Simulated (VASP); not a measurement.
Data:

```yaml
crystal:
  lattice:
    - [2.98158, -1.72490, -0.00195]
    - [2.98158, 1.72490, -0.00195]
    - [-2.00306, 0.00000, 12.31679]
  atoms:
    - { symbol: Tl, position: [0.87236, 0.87236, 0.62946] }
    - { symbol: Tl, position: [0.12764, 0.12764, 0.37054] }
    - { symbol: Tl, position: [0.71263, 0.71263, 0.12702] }
    - { symbol: Tl, position: [0.28737, 0.28737, 0.87298] }
    - { symbol: O, position: [0.42060, 0.42060, 0.24907] }
    - { symbol: O, position: [0.57940, 0.57940, 0.75093] }
```

Method: LDA (Ceperley-Alder, Perdew-Zunger), VASP's LDA PAW potentials (set 64) (plane waves; VASP 6.6.1). Settings: 520 eV cut-off, 8×8×2 Γ-centred mesh, tetrahedra with Blöchl corrections, potentials Tl_d O.

The cores are frozen, which limits the accuracy of field gradients.

**Question.** Give the principal components of the electric field gradient (V/Å²) and the asymmetry η at each nucleus.

**Answer.** 
```
atom   Vxx   Vyy     Vzz     η
----  ----  ----  ------  ----
Tl1   53.3  52.4  -105.7  0.01
Tl2   53.3  52.4  -105.7  0.01
Tl3   54.4  52.0  -106.4  0.02
Tl4   54.4  52.0  -106.4  0.02
O5     6.2   6.1   -12.3  0.01
O6     6.2   6.1   -12.3  0.01
```

The structure comes from a computed database's Tl2O entry (C2/m); how it stands against other phases isn't given here. It was relaxed first, which changed the volume by -11 %.
